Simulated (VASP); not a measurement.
Calculation: PBE GGA, VASP's PBE PAW potentials (set 64) (plane waves; VASP 6.6.1).

Input for VASP

INCAR:
```
SYSTEM = NiSi64
PREC = Normal; ENCUT = 400; LREAL = Auto
LASPH = .TRUE.; ISYM = 0; NELECT = 264.0
EDIFF = 1E-5; NELM = 100; NELMIN = 4
ALGO = Fast; LMAXMIX = 4
ISMEAR = 0; SIGMA = 0.05
GGA = PE
MAGMOM = 64*0.0 3.0
ISPIN = 2
IBRION = 2; NSW = 60; ISIF = 2
EDIFFG = -0.03
LWAVE = .FALSE.; LCHARG = .FALSE.; LORBIT = 10
```

KPOINTS:
```
Automatic mesh
0
Gamma
1 1 1
0 0 0
```

POSCAR:
```
NiSi64
1
   10.9370747004     0.0000000000     0.0000000000
    0.0000000000    10.9370747004     0.0000000000
   -0.0000000000    -0.0000000000    10.9370747004
Si Ni
64 1
Direct
  0.5000000000   0.0000000000   0.0000000000
  0.6250000000   0.1250000000   0.1250000000
  0.7500000000   0.2500000000   0.0000000000
  0.8750000000   0.3750000000   0.1250000000
  0.7500000000   0.0000000000   0.2500000000
  0.8750000000   0.1250000000   0.3750000000
  0.0000000000   0.0000000000   0.0000000000
  0.1250000000   0.1250000000   0.1250000000
  0.2500000000   0.2500000000   0.0000000000
  0.3739660000   0.3734850000   0.1251220000
  0.5000000000   0.5000000000   0.0000000000
  0.6250000000   0.6250000000   0.1250000000
  0.7500000000   0.7500000000   0.0000000000
  0.8750000000   0.8750000000   0.1250000000
  0.2500000000   0.0000000000   0.2500000000
  0.3710950000   0.1206910000   0.3718000000
  0.4977640000   0.2460350000   0.2539330000
  0.6254290000   0.3793020000   0.3786580000
  0.7500000000   0.5000000000   0.2500000000
  0.8750000000   0.6250000000   0.3750000000
  0.5000000000   0.0000000000   0.5000000000
  0.6250000000   0.1250000000   0.6250000000
  0.7500000000   0.2500000000   0.5000000000
  0.8750000000   0.3750000000   0.6250000000
  0.7500000000   0.0000000000   0.7500000000
  0.8750000000   0.1250000000   0.8750000000
  0.0000000000   0.5000000000   0.0000000000
  0.1250000000   0.6250000000   0.1250000000
  0.2500000000   0.7500000000   0.0000000000
  0.3750000000   0.8750000000   0.1250000000
  0.0000000000   0.2500000000   0.2500000000
  0.1260830000   0.3728400000   0.3766090000
  0.2471390000   0.5020650000   0.2510820000
  0.3759740000   0.6267570000   0.3753710000
  0.5000000000   0.7500000000   0.2500000000
  0.6250000000   0.8750000000   0.3750000000
  0.0000000000   0.0000000000   0.5000000000
  0.1250000000   0.1250000000   0.6250000000
  0.2536560000   0.2492650000   0.5004800000
  0.3761170000   0.3793120000   0.6265250000
  0.4995110000   0.4974630000   0.5035510000
  0.6250000000   0.6250000000   0.6250000000
  0.7500000000   0.7500000000   0.5000000000
  0.8750000000   0.8750000000   0.6250000000
  0.2500000000   0.0000000000   0.7500000000
  0.3750000000   0.1250000000   0.8750000000
  0.5000000000   0.2500000000   0.7500000000
  0.6250000000   0.3750000000   0.8750000000
  0.7500000000   0.5000000000   0.7500000000
  0.8750000000   0.6250000000   0.8750000000
  0.0000000000   0.7500000000   0.2500000000
  0.1250000000   0.8750000000   0.3750000000
  0.0000000000   0.5000000000   0.5000000000
  0.1250000000   0.6250000000   0.6250000000
  0.2500000000   0.7500000000   0.5000000000
  0.3750000000   0.8750000000   0.6250000000
  0.0000000000   0.2500000000   0.7500000000
  0.1250000000   0.3750000000   0.8750000000
  0.2500000000   0.5000000000   0.7500000000
  0.3750000000   0.6250000000   0.8750000000
  0.5000000000   0.7500000000   0.7500000000
  0.6250000000   0.8750000000   0.8750000000
  0.0000000000   0.7500000000   0.7500000000
  0.1250000000   0.8750000000   0.8750000000
  0.3761270000   0.3775520000   0.3754030000
```

POTCAR, in this order: Si Ni (PBE.64 set). Program: vasp_gam.

The cell is charged, with a uniform compensating background. The supercell is sampled at Γ alone, which is coarse: total energies, pressure and levels can be off, energies of defects by several tenths of an eV.

Task: What does the run give for the energy per atom (σ→0), cell moment?

Result: 
```
Quantity                        Value
---------------------  --------------
energy per atom (σ→0)  -5498 meV/atom
cell moment                   0.00 μB
```

**OSZICAR**
```
...
  42 F= -.35735391E+03 E0= -.35735133E+03  d E =-.108241E-02  mag=     0.0000
       N       E                     dE             d eps       ncg     rms          rms(c)
DAV:   1    -0.357354340269E+03   -0.43337E-03   -0.36443E-01   689   0.937E-01    0.107E-01
RMM:   2    -0.357354540282E+03   -0.20001E-03   -0.27819E-03   668   0.140E-01    0.831E-02
RMM:   3    -0.357354626362E+03   -0.86079E-04   -0.13579E-03   704   0.996E-02    0.965E-02
RMM:   4    -0.357354537461E+03    0.88900E-04   -0.37337E-04   686   0.514E-02    0.213E-02
RMM:   5    -0.357354538402E+03   -0.94042E-06   -0.66157E-05   526   0.187E-02
  43 F= -.35735454E+03 E0= -.35735199E+03  d E =-.630724E-03  mag=     0.0000
```

The cell is a supercell with a defect, built from Si (diamond): Ni_i, charge +2.
